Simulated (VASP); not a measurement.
**GW on MgO (Periclase)**

Wanted: how far GW moves the Kohn-Sham levels of MgO (Periclase). The cell is of the rock-salt type, one of the forms listed for this formula. The start is a cell from a database of measured crystal structures.

Main program and level: VASP 6.6.1; PBE; plane waves and PAW (Mg_GW, O_GW), in the first sound run; inputs show where later runs differ.

Most raw output is cut from this account.

The database entry behind the starting cell differs from later determinations by our own check (about 0.1 % long), so it need not match the best structure at ambient conditions.

**1. Starting point**

It takes space group Fm-3m (No. 225, cubic). The conventional cell has a = 4.217 Å, b = 4.217 Å, c = 4.217 Å, α = 90.00°, β = 90.00°, γ = 90.00°. Nearest to Mg lie 6 O at 2.11 Å. O has 6 Mg at 2.11 Å nearest. Farther neighbours and most contacts between anions are not listed.

Coordinates:

```xyz
2
Lattice="0.0000 2.1085 2.1085 2.1085 0.0000 2.1085 2.1085 2.1085 0.0000" Properties=species:S:1:pos:R:3 pbc="T T T"
Mg    0.0000    0.0000    0.0000
O     2.1085    2.1085    2.1085
```

**2. Ground state**

The orbitals come from a self-consistent PBE run with a tight EDIFF and a narrow smearing. KPOINTS_OPT adds the bands along a path, which shows whether the mesh holds the band edges.

The input, INCAR:

```
SYSTEM = MgO
PREC = Accurate
ENCUT = 440
EDIFF = 1E-08
NELM = 100
ISMEAR = 0
SIGMA = 0.01
LREAL = .FALSE.
ALGO = Normal
GGA = PE
NBANDS = 10
LORBIT = 11
LWAVE = .TRUE.
LCHARG = .FALSE.
KPAR = 8
```

The input, POSCAR:

```
MgO
1.0
    0.0000000000      2.1085000000      2.1085000000
    2.1085000000      0.0000000000      2.1085000000
    2.1085000000      2.1085000000      0.0000000000
Mg O
1 1
Direct
    0.0000000000      0.0000000000      0.0000000000
    0.5000000000      0.5000000000      0.5000000000
```

The input, KPOINTS:

```
Automatic mesh
0
Gamma
6 6 6
0 0 0
```

The input, KPOINTS_OPT:

```
Line mode
12
Line-mode
Reciprocal
  0.00000000   0.00000000   0.00000000 GAMMA
  0.50000000   0.00000000   0.50000000 X

  0.50000000   0.00000000   0.50000000 X
  0.50000000   0.25000000   0.75000000 W

  0.50000000   0.25000000   0.75000000 W
  0.37500000   0.37500000   0.75000000 K

  0.37500000   0.37500000   0.75000000 K
  0.00000000   0.00000000   0.00000000 GAMMA

  0.00000000   0.00000000   0.00000000 GAMMA
  0.50000000   0.50000000   0.50000000 L

  0.50000000   0.50000000   0.50000000 L
  0.62500000   0.25000000   0.62500000 U

  0.62500000   0.25000000   0.62500000 U
  0.50000000   0.25000000   0.75000000 W

  0.50000000   0.25000000   0.75000000 W
  0.50000000   0.50000000   0.50000000 L

  0.50000000   0.50000000   0.50000000 L
  0.37500000   0.37500000   0.75000000 K

  0.62500000   0.25000000   0.62500000 U
  0.50000000   0.00000000   0.50000000 X
```

Potentials, in the order of the species: Mg_GW and O_GW (PBE family, release 64).

Command:

```console
> mpirun -np 8 vasp_std
```

The job ended after 1.6 s (8 MPI ranks of Intel Xeon 6975P-C (Granite Rapids), shared host; peak memory 0.94 GiB; 9.1 s of CPU time).

Numbers from this step:

* free energy (TOTEN): -11.92 eV
* Fermi energy: 3.231 eV
* pressure: -0.2740 GPa
* least gap on mesh and path: 4.691 eV
* least direct gap on mesh and path: 4.691 eV

The highest empty bands on the path are converged less tightly, to about 0.1 eV. Electronic bands along the path, in eV, zero at the valence-band top; v1 is the highest filled band, c1 the lowest empty one:

```
          point     v3     v2     v1     c1     c2
              Γ   0.00   0.00   0.00   4.69  15.79
0.55 of the way  -2.87  -0.82  -0.82   8.40  10.81
              X  -4.07  -1.34  -1.34   9.12   9.93
0.55 of the way  -3.71  -1.98  -1.59  10.14  10.95
              W  -2.94  -2.94  -1.76  11.63  11.63
0.45 of the way  -3.31  -2.69  -1.49  10.74  11.89
              K  -3.48  -2.70  -1.14  10.08  11.73
0.45 of the way  -3.14  -1.39  -0.46   8.51  11.86
              Γ   0.00   0.00   0.00   4.69  15.79
0.55 of the way  -2.95  -0.38  -0.38   7.26  12.42
              L  -4.60  -0.65  -0.65   7.88  12.56
0.45 of the way  -4.21  -1.57  -0.81   9.06  12.31
              U  -3.48  -2.70  -1.14  10.08  11.73
0.45 of the way  -3.36  -2.69  -1.40  10.56  11.84
              W  -2.94  -2.94  -1.76  11.63  11.63
0.45 of the way  -3.88  -2.08  -1.05   9.89  12.10
              L  -4.60  -0.65  -0.65   7.88  12.56
0.45 of the way  -4.21  -1.57  -0.81   9.06  12.31
              K  -3.48  -2.70  -1.14  10.08  11.73
      jump to U  -3.48  -2.70  -1.14  10.08  11.73
0.45 of the way  -3.89  -1.87  -1.28   9.56  10.55
              X  -4.07  -1.34  -1.34   9.12   9.93
```

Of the projections kept (Mg, O), the largest for each band there; the rest of the weight can lie on other orbitals:

| point | v3 | v2 | v1 | c1 | c2 |
| --- | --- | --- | --- | --- | --- |
| Γ | O 0.98 | O 0.98 | O 0.98 | O 0.54 | Mg 1.00 |
| X | O 0.84 | O 0.93 | O 0.93 | Mg 1.00 | Mg 0.89 |
| W | O 0.87 | O 0.87 | O 0.89 | O 0.68 | O 0.68 |
| K | O 0.86 | O 0.86 | O 0.94 | Mg 0.68 | Mg 0.67 |
| Γ | O 0.98 | O 0.98 | O 0.98 | O 0.54 | Mg 1.00 |
| L | O 0.79 | O 0.96 | O 0.96 | Mg 0.60 | O 0.72 |

The cell has a gap of 4.69 eV on mesh and path.

**3. Empty bands, functional PBE**

ALGO = Exact makes the empty bands from the converged ground state in one step. LOPTICS writes the k-derivatives of the orbitals (WAVEDER), which give the long-wavelength limit of the screening.

The input, INCAR:

```
SYSTEM = MgO
PREC = Accurate
ENCUT = 440
ISMEAR = 0
SIGMA = 0.01
LREAL = .FALSE.
GGA = PE
NBANDS = 128
ALGO = Exact
NELM = 1
LWAVE = .TRUE.
LCHARG = .FALSE.
LOPTICS = .TRUE.
NEDOS = 1000
CSHIFT = 0.1
```

POSCAR is that of step 2.

KPOINTS is that of step 2.

Command:

```console
> mpirun -np 8 vasp_std
```

The job ended after 1.4 s (8 MPI ranks; peak memory 0.86 GiB; 7.5 s of CPU time).

The gap is read on the k-mesh alone, so it is an upper bound where the band edges lie off the mesh.

A gap read on the k-mesh alone can miss the band edges.

This step gave:

```yaml
gap_on_the_k_mesh: 4.691 eV
least_direct_gap_on_the_k_mesh: 4.691 eV
```

WAVECAR now holds 128 bands for 8 electrons. Its independent-particle dielectric tensor has xx, yy, zz = 3.2, 3.2, 3.2 on this mesh, which isn't tested for convergence in mesh or bands and lacks local fields.

**4. evGW0**

This step: evGW0 on PBE; plane waves and PAW (Mg_GW, O_GW) (VASP 6.6.1).

The lowest NBANDSGW levels in G are updated for four passes while W stays fixed, so the result depends less on the starting levels.

The input, INCAR:

```
SYSTEM = MgO
PREC = Accurate
ENCUT = 440
ISMEAR = 0
SIGMA = 0.01
LREAL = .FALSE.
GGA = PE
NBANDS = 128
ALGO = EVGW0
NELMGW = 4
ENCUTGW = 200
NOMEGA = 48
PRECFOCK = Fast
NBANDSGW = 16
LWAVE = .FALSE.
LCHARG = .FALSE.
```

POSCAR is that of step 3.

KPOINTS is that of step 3.

Command:

```console
> mpirun -np 8 vasp_std
```

The job ended after 74 s (8 MPI ranks; peak memory 1.4 GiB).

Numbers from this step:

| Quantity | Value |
| --- | --- |
| quasiparticle gap on the mesh | 7.805 eV |
| smallest direct quasiparticle gap on the mesh | 7.805 eV |
| gap of the starting orbitals on the mesh | 4.691 eV |

QP gap by iteration, by row:

| iteration | gap (eV) | direct gap (eV) |
| --- | --- | --- |
| 1 | 7.323 | 7.323 |
| 2 | 7.729 | 7.729 |
| 3 | 7.793 | 7.793 |
| 4 | 7.805 | 7.805 |

GW takes the gap from 4.691 to 7.805 eV. The last pass still moved it by +11 meV. The value holds for 128 bands, ENCUTGW = 200 eV and this mesh, and isn't shown to be converged in them.

**5. QPGW0**

This step: QPGW0 on PBE; plane waves and PAW (Mg_GW, O_GW) (VASP 6.6.1).

Here the orbitals are updated too, by diagonalising a Hermitian self-energy in the bands up to NBANDSGW.

Changes to INCAR since step 4:

```diff
@@ -8,3 +8,3 @@
 NBANDS = 128
-ALGO = EVGW0
+ALGO = QPGW0
 NELMGW = 4
@@ -13,3 +13,3 @@
 PRECFOCK = Fast
-NBANDSGW = 16
+NBANDSGW = 24
 LWAVE = .FALSE.
```

POSCAR is that of step 4.

KPOINTS is that of step 4.

Command:

```console
> mpirun -np 8 vasp_std
```

Elapsed: 4.4 min, on 8 MPI ranks; peak memory 2.3 GiB.

Numbers from this step:

```yaml
quasiparticle_gap_on_the_mesh: 8.379 eV
smallest_direct_quasiparticle_gap_on_the_mesh: 8.379 eV
```

QP gap by iteration, by row:

```csv
iteration,gap (eV),direct gap (eV)
1,7.358,7.358
2,7.99,7.99
3,8.269,8.269
4,8.379,8.379
```

GW takes the gap from 4.691 to 8.379 eV. That is +575 meV against evGW0 on PBE. The last pass still moved it by +110 meV. The value holds for 128 bands, ENCUTGW = 200 eV and this mesh, and isn't shown to be converged in them.

**6. Orbitals for another starting point**

This step: PBE; plane waves and PAW (Mg_GW, O_GW) (VASP 6.6.1).

A hybrid converges faster from good orbitals, so a cheap PBE run writes WAVECAR first.

The input, INCAR:

```
SYSTEM = MgO
PREC = Accurate
ENCUT = 440
EDIFF = 1E-05
NELM = 100
ISMEAR = 0
SIGMA = 0.01
LREAL = .FALSE.
ALGO = Normal
GGA = PE
NBANDS = 10
LORBIT = 11
LWAVE = .TRUE.
LCHARG = .FALSE.
KPAR = 8
```

POSCAR is that of step 5.

KPOINTS is that of step 5.

Command:

```console
> mpirun -np 8 vasp_std
```

It took 1 s on 8 MPI ranks; peak memory 0.91 GiB; 4 s of CPU time.

This step gave:

- Fermi energy: 3.284 eV
- pressure: -0.3456 GPa
- gap on the k-mesh: 4.690 eV
- least direct gap on the k-mesh: 4.690 eV

The run ends at a pressure of -0.35 GPa.

**7. Another starting point**

This step: HSE06; plane waves and PAW (Mg_GW, O_GW) (VASP 6.6.1).

To see how much the result owes to its start, the ground state is made again with HSE06. EDIFF is tight for accurate orbitals, and a narrow smearing avoids fractional occupations.

The input, INCAR:

```
SYSTEM = MgO
PREC = Accurate
ENCUT = 440
EDIFF = 1E-08
NELM = 100
ISMEAR = 0
SIGMA = 0.01
LREAL = .FALSE.
ALGO = Normal
LHFCALC = .TRUE.
AEXX = 0.25
GGA = PE
HFSCREEN = 0.2
LASPH = .TRUE.
NBANDS = 10
PRECFOCK = Fast
LORBIT = 11
LWAVE = .TRUE.
LCHARG = .FALSE.
KPAR = 8
```

POSCAR is that of step 6.

KPOINTS is that of step 6.

The WAVECAR or CHGCAR of an earlier step is read.

Command:

```console
> mpirun -np 8 vasp_std
```

The job ended after 11 s (8 MPI ranks; peak memory 1.6 GiB; 84 s of CPU time).

The PAW data sets were made with PBE, which is usual practice but a small mismatch for other functionals.

Numbers from this step:

```yaml
free_energy_toten: -14.25 eV
fermi_energy: 1.961 eV
gap_on_the_k_mesh: 6.430 eV
least_direct_gap_on_the_k_mesh: 6.430 eV
```

**8. Empty bands, functional HSE06**

The input, INCAR:

```
SYSTEM = MgO
PREC = Accurate
ENCUT = 440
ISMEAR = 0
SIGMA = 0.01
LREAL = .FALSE.
LHFCALC = .TRUE.
AEXX = 0.25
GGA = PE
HFSCREEN = 0.2
LASPH = .TRUE.
NBANDS = 128
PRECFOCK = Fast
ALGO = Exact
NELM = 1
LWAVE = .TRUE.
LCHARG = .FALSE.
LOPTICS = .TRUE.
NEDOS = 1000
CSHIFT = 0.1
```

POSCAR is that of step 7.

KPOINTS is that of step 7.

The run starts from files that an earlier step left in the folder.

Command:

```console
> mpirun -np 8 vasp_std
```

Elapsed: 53 s, on 8 MPI ranks; peak memory 1.8 GiB.

**9. G0W0**

This step: G0W0 on HSE06; plane waves and PAW (Mg_GW, O_GW) (VASP 6.6.1).

G0W0 keeps orbitals and screening fixed and shifts each of the lowest NBANDSGW levels once.

The input, INCAR:

```
SYSTEM = MgO
PREC = Accurate
ENCUT = 440
ISMEAR = 0
SIGMA = 0.01
LREAL = .FALSE.
LHFCALC = .TRUE.
AEXX = 0.25
GGA = PE
HFSCREEN = 0.2
LASPH = .TRUE.
NBANDS = 128
PRECFOCK = Fast
ALGO = EVGW0
NELMGW = 1
ENCUTGW = 200
NOMEGA = 48
NBANDSGW = 16
LWAVE = .FALSE.
LCHARG = .FALSE.
```

POSCAR is that of step 8.

KPOINTS is that of step 8.

The run starts from files that an earlier step left in the folder.

Command:

```console
> mpirun -np 8 vasp_std
```

Wall time 22 s (8 MPI ranks); peak memory 2.2 GiB; 2.8 min of CPU time.

Numbers from this step:

```yaml
quasiparticle_gap_on_the_mesh: 8.164 eV
smallest_direct_quasiparticle_gap_on_the_mesh: 8.164 eV
gap_of_the_starting_orbitals_on_the_mesh: 6.430 eV
```

GW takes the gap from 6.430 to 8.164 eV. That is +841 meV against the one-shot pass on PBE. The value holds for 128 bands, ENCUTGW = 200 eV and this mesh, and isn't shown to be converged in them.

**10. Summary**

This step: GW series: evGW0 on PBE, QPGW0 on PBE, G0W0 on HSE06; plane waves and PAW (VASP 6.6.1).

Derived from the runs above.

Cost is wall time times ranks on a shared host, with the step that makes the empty bands. GW runs:

```csv
level,bands,ENCUTGW (eV),NOMEGA,k mesh,starting gap (eV),quasiparticle gap (eV),direct gap (eV),cost (core minutes)
evGW0 on PBE,128,200,48,6x6x6,4.691,7.805,7.805,10.05
QPGW0 on PBE,128,200,48,6x6x6,4.691,8.379,8.379,35.12
G0W0 on HSE06,128,200,48,6x6x6,6.43,8.164,8.164,10
```

**11. Results**

```
evGW0 on PBE, 128 bands, ENCUTGW 200 eV, NOMEGA 48, mesh 6×6×6  : 4.691 → 7.805 eV
QPGW0 on PBE, 128 bands, ENCUTGW 200 eV, NOMEGA 48, mesh 6×6×6  : 4.691 → 8.379 eV
G0W0 on HSE06, 128 bands, ENCUTGW 200 eV, NOMEGA 48, mesh 6×6×6 : 6.430 → 8.164 eV
```

What this shows: evGW0 gives a quasiparticle gap of 7.805 eV on the mesh, 3.11 eV over the PBE gap on the same mesh. On mesh and path the starting valence top lies at Γ and the conduction bottom at Γ, so the starting gap is direct. Both points lie on the GW mesh. Over the final values of the levels run here the gap spans 7.80 to 8.38 eV. In evGW0 the first pass, which is the one-shot result, gives 7.323 eV and pass 4 gives 7.805 eV; the last pass changed the gap by +11 meV, so more passes would move it further. In QPGW0 the first pass gives 7.358 eV and pass 4 gives 8.379 eV; the last pass changed the gap by +110 meV, so more passes would move it further. One-shot gaps: 7.323 eV from PBE and 8.164 eV from HSE06. The starting gaps span 1.74 eV and the one-shot gaps 0.84 eV. Bands, response cutoff and mesh weren't tested for convergence. Not tabulated here, as repeats of values shown or as unfit to read for their mesh, reference level or band range: eps2 curves (empty bands); eps1 curves and static values (empty bands); gaps (empty bands).

[Lines on the potential files, build, host, timing and source positions are cut from VASP's logs without a mark.]

[Logs are printed without paths, hosts, clocks, repeated set-up lines and the standing remarks that a program may print on its own settings, such as how far it seeks lower states.]

[Hosts, paths, dates, database ids (printed as entryN), source tags and the programs' standing remarks are cut or masked in the printed files.]

[Pressures printed for these runs are not shown converged in the cutoff: they can be off by several GPa and have the wrong sign.]
